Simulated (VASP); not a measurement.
Method: RPA correlation on PBE orbitals, VASP's PBE PAW potentials (set 64) (plane waves; VASP).

A VASP calculation is set up with these files.

### INCAR
```
# general
SYSTEM  = BP
PREC    = Normal
ENCUT   = 500
LREAL   = .FALSE.
LASPH   = .TRUE.
NBANDS  = 588

# electronic loop
ALGO    = ACFDT

# smearing
ISMEAR  = 0
SIGMA   = 0.01

# functional
GGA     = PE

# output
LWAVE   = .FALSE.
LCHARG  = .FALSE.

# other
NOMEGA  = 12
ENCUTGW = 300
```

POSCAR:
```
BP
1.0
  0.0000000000   2.2393210000   2.2393210000
  2.2393210000   0.0000000000   2.2393210000
  2.2393210000   2.2393210000   0.0000000000
B P
1 1
direct
  0.0000000000   0.0000000000   0.0000000000
  0.2500000000   0.2500000000   0.2500000000
```

**KPOINTS**
```
Automatic mesh
0
Gamma
4 4 4
0 0 0
```

POTCAR, in this order: B_GW P_GW (PBE.64 set). Program: vasp_std. Read from the step before: WAVECAR, WAVEDER.

What VASP printed:

OUTCAR:
```
 ion  position               nearest neighbor table
   1  0.000  0.000  0.000-   2 1.94   2 1.94   2 1.94   2 1.94
   2  0.250  0.250  0.250-   1 1.94   1 1.94   1 1.94   1 1.94
  LATTYP: Found a face centered cubic cell.
 ALAT       =     4.4786420000
 Subroutine PRICEL returns:
 Original cell was already a primitive cell.
 Subroutine GETGRP returns: Found 24 space group operations
The static configuration has the point symmetry T_d .
The dynamic configuration has the point symmetry T_d .
 Subroutine INISYM returns: Found 24 space group operations
 Subroutine IBZKPT returns following result:
 Found      8 irreducible k-points:

 Following reciprocal coordinates:
            Coordinates               Weight
  0.000000  0.000000  0.000000      1.000000
  0.250000  0.000000  0.000000      8.000000
  0.500000  0.000000  0.000000      4.000000
  0.250000  0.250000  0.000000      6.000000
  0.500000  0.250000  0.000000     24.000000
 -0.250000  0.250000  0.000000     12.000000
  0.500000  0.500000  0.000000      3.000000
 -0.250000  0.500000  0.250000      6.000000
 Subroutine IBZKPT_HF returns following result:
   k-points           NKPTS =      8   k-points in BZ     NKDIM =     64   number of bands    NBANDS=    588
   number of dos      NEDOS =    301   number of ions     NIONS =      2
   total plane-waves  NPLWV =   5832
   dimension x,y,z NGX =    18 NGY =   18 NGZ =   18
   dimension x,y,z NGXF=    36 NGYF=   36 NGZF=   36
   ions per type =               1   1
   PREC   = normal    normal or accurate (medium, high low for compatibility)
   ISTART =      1    job   : 0-new  1-cont  2-samecut
   ICHARG =      0    charge: 1-file 2-atom 10-const
   ISPIN  =      1    spin polarized calculation?
   LNONCOLLINEAR =      F non collinear calculations
   LSORBIT =      F    spin-orbit coupling
   INIWAV =      1    electr: 0-lowe 1-rand  2-diag
   ENCUT  =  500.0 eV  36.75 Ry    6.06 a.u.   5.77  5.77  5.77*2*pi/ulx,y,z
   NELM   =     60;   NELMIN=  2; NELMDL=  0     # of ELM steps
   EDIFF  = 0.1E-03   stopping-criterion for ELM
   LREAL  =      F    real-space projection
   NLSPLINE    = F    spline interpolate recip. space projectors
   LMAXMIX     =    2 max onsite mixed and CHGCAR
   VOSKOWN=      0    Vosko Wilk Nusair interpolation
   EDIFFG = 0.1E-02   stopping-criterion for IOM
   NSW    =      0    number of steps for IOM
   NBLOCK =      1;   KBLOCK =      1    inner block; outer block
   IBRION =     -1    ionic relax: 0-MD 1-quasi-New 2-CG
   NFREE  =      0    steps in history (QN), initial steepest desc. (CG)
   ISIF   =      0    stress and relaxation
   ISYM   =      3    0-nonsym 1-usesym 2-fastsym
   TEIN   =    0.0    initial temperature
   TEBEG  =    0.0;   TEEND  =   0.0 temperature during run
   SMASS  =  -3.00    Nose mass-parameter (am)
   PSTRESS=    0.0 pullay stress
   NELECT =       8.0000    total number of electrons
   EFERMI =   0.00;   METHOD = LEGACY
   ISMEAR =     0;   SIGMA  =   0.01  broadening in eV -4-tet -1-fermi 0-gaus
   IALGO  =     38    algorithm
   LDIAG  =      T    sub-space diagonalisation (order eigenvalues)
   IMIX   =      4    mixing-type and parameters
     AMIX     =   0.40;   BMIX     =  1.00
     AMIX_MAG =   1.60;   BMIX_MAG =  1.00
     AMIN     =   0.10
   GGA     = PE    functional components
   VOSKOWN =     0    Vosko Wilk Nusair interpolation
   LHFCALC =     T    Hartree Fock is set to
   NKREDX  =     1    reduce k-point grid by
   AEXX    =    1.0000 exact exchange contribution
   HFSCREEN=    0.0000 screening length (either q_TF or 0.3 A-1)
   HFRCUT  =    0.0000 spherical cutoff for potential kernel
   AGGAX   =    0.0000 GGA exchange part
   ALDAC   =    0.0000 LDA correlation
   AGGAC   =    0.0000 GGA correlation
...
```

### OSZICAR
```
energies w=
    0.000    0.303    0.000    0.992    0.000    1.959    0.000    3.504
    0.000    6.150    0.000   10.864    0.000   19.507    0.000   35.793
    0.000   67.431    0.000  131.490    0.000  272.250    0.000  680.309
NQ=   1    0.0000    0.0000    0.0000,
 performed       1746000 updates of chi_q(r,r)
NQ=   2    0.2500    0.0000    0.0000,
 performed       3492000 updates of chi_q(r,r)
NQ=   3    0.5000    0.0000    0.0000,
 performed       5238000 updates of chi_q(r,r)
NQ=   4    0.2500    0.2500    0.0000,
 performed       6984000 updates of chi_q(r,r)
NQ=   5    0.5000    0.2500    0.0000,
 performed       8730000 updates of chi_q(r,r)
NQ=   6   -0.2500    0.2500    0.0000,
 performed      10476000 updates of chi_q(r,r)
NQ=   7    0.5000    0.5000    0.0000,
 performed      12222000 updates of chi_q(r,r)
NQ=   8   -0.2500    0.5000    0.2500,
 performed      13968000 updates of chi_q(r,r)
```

File OUTCAR:
```


      cutoff energy     smooth cutoff   RPA   correlation   Hartree contr. to MP2
---------------------------------------------------------------------------------
            300.000           240.000      -12.7792812973      -20.7937960473
            285.714           228.571      -12.7514473863      -20.7648214304
            272.109           217.687      -12.7217394990      -20.7338131782
            259.151           207.321      -12.6898109118      -20.7003961372
            246.811           197.449      -12.6551762453      -20.6640720000
            235.058           188.046      -12.6185557408      -20.6255647256
            223.865           179.092      -12.5788859586      -20.5837270623
            213.204           170.564      -12.5359799695      -20.5383328438
  linear regression
  converged value                          -13.1424314613      -21.1754015683
```
(Selected blocks of OUTCAR.)

The mesh is coarse, so the correlation energy is not converged in k-points.

The compound is BP in the zinc blende structure. This cell is one point of a volume scan, at 0.96 of the reference volume. The k-mesh is coarse (spacing up to 0.61 per Å, 2π included), so the numbers may not be converged in it.
